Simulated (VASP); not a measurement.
```
NbP
1.0
    5.65946     0.00000     0.00000
   -2.82973     4.90124     0.00000
    0.00000     0.00000     4.56670
Nb P
3 3
Direct
  0.50000   0.00000   0.00000
  0.50000   0.50000   0.00000
  0.00000   0.50000   0.00000
  0.00000   0.00000   0.00000
  0.33333   0.66667   0.50000
  0.66667   0.33333   0.50000
```

Level of theory: PBE GGA, VASP's PBE PAW potentials (set 64) (plane waves; VASP 6.6.1). Settings: 300 eV cut-off, 5×5×5 Γ-centred mesh, Fermi-Dirac smearing of 0.050 eV, potentials Nb_sv P.

At this cut-off the stress carries a Pulay error, which pulls relaxed volumes low.

**Question.** Estimate the energy per atom (σ→0), pressure, band gap (on the k-mesh) with the smallest direct gap where there is one.

**Answer.** 
The band gap (on the k-mesh) is none (metal, semimetal or under 0.01 eV). The energy per atom (σ→0) comes out as -7.980 eV/atom and the pressure comes out as -168.4 kbar.

Only differences to runs with the same potentials and settings are physical.

The structure was generated: NbP was put into an ordered model structure, which need not be its known phase. The cell was not relaxed at this level.
